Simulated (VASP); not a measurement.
# Dynamics of TiCo at finite temperature, part 2 of 4

Aim: follow TiCo in time and read averages from the run. The start is a computed cell from the Materials Project.

VASP 6.6.1; LDA, spin-polarised from a ferromagnetic start; plane waves and PAW (Co, Ti).

So far. Step 2 (Relax the host): The run ended after 6 ionic steps, 0.128 eV below its first step, once forces and stress met EDIFFG = -0.02. The relaxed cell has a = 2.897 Å (conventional setting).

## 3. Relax the host again, on a new basis

The volume changed by more than 5 %, so the plane waves of the start no longer fit; a second relaxation removes that error.

File INCAR:

```
SYSTEM = TiCo
PREC = Accurate
ENCUT = 350
EDIFF = 1E-06
NELM = 120
ISMEAR = 1
SIGMA = 0.15
LREAL = .FALSE.
ALGO = Normal
GGA = CA
NBANDS = 15
ISPIN = 2
MAGMOM = 2 1
LASPH = .TRUE.
LMAXMIX = 4
LORBIT = 11
LWAVE = .FALSE.
LCHARG = .FALSE.
KPAR = 4
IBRION = 2
NSW = 30
ISIF = 3
EDIFFG = -0.02
POTIM = 0.4
```

File POSCAR:

```
TiCo
1.0
    2.8967895453      0.0000000000      0.0000000000
    0.0000000000      2.8967895453      0.0000000000
    0.0000000000      0.0000000000      2.8967895453
Co Ti
1 1
Direct
    0.5000000000      0.5000000000      0.5000000000
    0.0000000000      0.0000000000      0.0000000000
```

File KPOINTS:

```
Automatic mesh
0
Gamma
11 11 11
0 0 0
```

Potentials, in the order of the species: Co and Ti (LDA family, release 64).

On the command line:

```console
$ mpirun -np 4 vasp_std
```

The program printed:

```text
[... set-up lines as in an earlier step ...]
 entering main loop
       N       E                     dE             d eps       ncg     rms          rms(c)
DAV:   1     0.331190064525E+02    0.33119E+02   -0.45184E+03  3616   0.730E+02
DAV:   2    -0.184115319019E+02   -0.51531E+02   -0.46163E+02  3423   0.149E+02
DAV:   3    -0.193878079499E+02   -0.97628E+00   -0.97038E+00  4060   0.268E+01
DAV:   4    -0.193992606117E+02   -0.11453E-01   -0.11451E-01  4662   0.249E+00
DAV:   5    -0.193993856137E+02   -0.12500E-03   -0.12500E-03  4160   0.216E-01    0.202E+01
DAV:   6    -0.192787925172E+02    0.12059E+00   -0.15245E+01  3899   0.532E+01    0.127E+01
DAV:   7    -0.187635828007E+02    0.51521E+00   -0.21786E+01  4244   0.512E+01    0.131E+01
DAV:   8    -0.176279840952E+02    0.11356E+01   -0.59954E+00  4144   0.295E+01    0.324E+00
DAV:   9    -0.175699636760E+02    0.58020E-01   -0.19496E-01  4468   0.461E+00    0.102E+00
DAV:  10    -0.175623303845E+02    0.76333E-02   -0.10485E-02  4816   0.861E-01    0.617E-01
DAV:  11    -0.175594772964E+02    0.28531E-02   -0.22425E-03  4266   0.427E-01    0.203E-01
DAV:  12    -0.175595427853E+02   -0.65489E-04   -0.29776E-04  4111   0.178E-01    0.980E-02
DAV:  13    -0.175595598612E+02   -0.17076E-04   -0.14482E-04  4715   0.103E-01    0.395E-02
DAV:  14    -0.175595749560E+02   -0.15095E-04   -0.76452E-05  4509   0.775E-02    0.290E-02
DAV:  15    -0.175595821272E+02   -0.71712E-05   -0.12065E-05  2810   0.307E-02    0.284E-02
DAV:  16    -0.175596225180E+02   -0.40391E-04   -0.54516E-04  4406   0.215E-01    0.208E-02
DAV:  17    -0.175596433957E+02   -0.20878E-04   -0.31572E-04  5203   0.154E-01    0.164E-02
DAV:  18    -0.175596551652E+02   -0.11769E-04   -0.27449E-04  4588   0.149E-01    0.114E-02
DAV:  19    -0.175596603242E+02   -0.51590E-05   -0.91819E-05  5078   0.815E-02    0.736E-03
DAV:  20    -0.175596620037E+02   -0.16795E-05   -0.15443E-05  2666   0.349E-02    0.483E-03
DAV:  21    -0.175596639512E+02   -0.19474E-05   -0.19574E-04  4500   0.127E-01    0.633E-03
DAV:  22    -0.175596648510E+02   -0.89980E-06   -0.43775E-06  2694   0.154E-02
   1 F= -.17559665E+02 E0= -.17559516E+02  d E =-.175597E+02  mag=     0.0023
 curvature:   0.00 expect dE= 0.000E+00 dE for cont linesearch  0.000E+00
 trial: gam= 0.00000 g(F)=  0.000E+00 g(S)=  0.656E-05 ort = 0.000E+00 (trialstep = 0.100E+01)
 search vector abs. value=  0.656E-05
 reached required accuracy - stopping structural energy minimisation
```

The job ended after 16 s (4 MPI ranks of Intel Xeon Platinum 8375C at 2.90GHz (Ice Lake), shared host; peak memory 0.48 GiB).

OUTCAR, selected parts (step 3):

```text
  LATTYP: Found a simple cubic cell.
 ALAT       =     2.8967895453

The static configuration has the point symmetry O_h .

 Found     56 irreducible k-points:

   ENCUT  =  350.0 eV  25.72 Ry    5.07 a.u.   4.42  4.42  4.42*2*pi/ulx,y,z

   NELECT =      13.0000    total number of electrons

 E-fermi :   7.2560

 spin component 1
 k-point     1 :       0.0000    0.0000    0.0000
  band No.  band energies     occupation
    ...
      2       3.0082      1.00000
      3       3.0082      1.00000
      4       5.6471      1.00000
      5       5.6471      1.00000
      6       5.6471      1.00000
      7       8.0893     -0.00000
      8       8.0893     -0.00000
      9      10.2778      0.00000
     10      10.2778      0.00000
     11      10.2778      0.00000
    ...

 k-point     2 :       0.0909    0.0000    0.0000
  band No.  band energies     occupation
    ...
      2       3.0903      1.00000
      3       3.0995      1.00000
      4       5.6363      1.00000
      5       5.6363      1.00000
      6       5.6820      1.00000
      7       7.9919     -0.00000
      8       8.1277     -0.00000
      9      10.0242     -0.00000
     10      10.0242     -0.00000
     11      10.2346     -0.00000
    ...

 k-point     3 :       0.1818    0.0000    0.0000
  band No.  band energies     occupation
    ...
      2       3.3294      1.00000
      3       3.3382      1.00000
      4       5.6112      1.00000
      5       5.6112      1.00000
      6       5.7789      1.00000
      7       7.7101     -0.00008
      8       8.2079     -0.00000
      9       9.4343     -0.00000
     10       9.4343     -0.00000
     11      10.1153     -0.00000
    ...

 k-point     4 :       0.2727    0.0000    0.0000
  band No.  band energies     occupation
    ...
      2       3.6188      1.00000
      3       3.7022      1.00000
      4       5.5899      1.00000
      5       5.5899      1.00000
      6       5.9146      1.00000
      7       7.2784      0.37524
      8       8.2046     -0.00000
      9       8.7819     -0.00000
     10       8.7819     -0.00000
     11       9.9503     -0.00000
    ...

  Total        0.0106482      0.0106482      0.0106482     -0.0000000      0.0000000     -0.0000000
  in kB        0.7018333      0.7018333      0.7018333     -0.0000000      0.0000000     -0.0000000
  external PRESSURE =       0.7018333 kB  Pullay stress =       0.0000000 kB

  energy-cutoff  :      350.00
  volume of cell :       24.31
      direct lattice vectors                 reciprocal lattice vectors
     2.896789545  0.000000000  0.000000000     0.345209752  0.000000000  0.000000000
     0.000000000  2.896789545  0.000000000     0.000000000  0.345209752  0.000000000
     0.000000000  0.000000000  2.896789545     0.000000000  0.000000000  0.345209752

 POSITION                                       TOTAL-FORCE (eV/Angst)
 -----------------------------------------------------------------------------------
      1.44839      1.44839      1.44839         0.000000      0.000000      0.000000
      0.00000      0.00000      0.00000         0.000000      0.000000      0.000000
 -----------------------------------------------------------------------------------
    total drift:                                0.000000     -0.000000      0.000000

  FREE ENERGIE OF THE ION-ELECTRON SYSTEM (eV)
  ---------------------------------------------------
  free  energy   TOTEN  =       -17.5596648510 eV

  energy  without entropy=      -17.5592168047  energy(sigma->0) =      -17.55951550

 total charge
# of ion       s       p       d       tot
------------------------------------------
    1        0.560   0.487   7.409   8.456
    2        0.607   0.827   2.583   4.016
--------------------------------------------------
tot          1.167   1.314   9.991  12.472

 magnetization (x)
# of ion       s       p       d       tot
------------------------------------------
    1        0.000   0.000   0.004   0.005
    2       -0.000  -0.000  -0.000  -0.000
--------------------------------------------------
tot          0.000  -0.000   0.004   0.004

[... 5 parts as in an earlier step ...]

[... 10 further parts left out ...]
```

CONTCAR:

```
TiCo
   1.00000000000000
     2.8967895452999999    0.0000000000000000    0.0000000000000000
     0.0000000000000000    2.8967895452999999    0.0000000000000000
     0.0000000000000000    0.0000000000000000    2.8967895452999999
  Co              Ti
     1     1
Direct
     0.5000000000000000    0.5000000000000000    0.5000000000000000
     0.0000000000000000    0.0000000000000000    0.0000000000000000
```

Little changed from the start: no atom moved by 0.005 Å and no cell edge by 0.1 %.

This step gave:

* electronic cycles: 22
* Fermi energy: 7.256 eV
* moment of the cell, from the last line of the log: 0 μB

The start already met the threshold, so nothing moved.

(Part 2 of 4 ends here.)

[Lines on the potential files, build, host, timing and source positions are cut from VASP's logs without a mark.]

[Logs are printed without paths, hosts, clocks, repeated set-up lines and the standing remarks that a program may print on its own settings, such as how far it seeks lower states.]

[Hosts, paths, dates, database ids (printed as entryN), source tags and the programs' standing remarks are cut or masked in the printed files.]

[Runs that stopped without an error message from VASP are left out.]
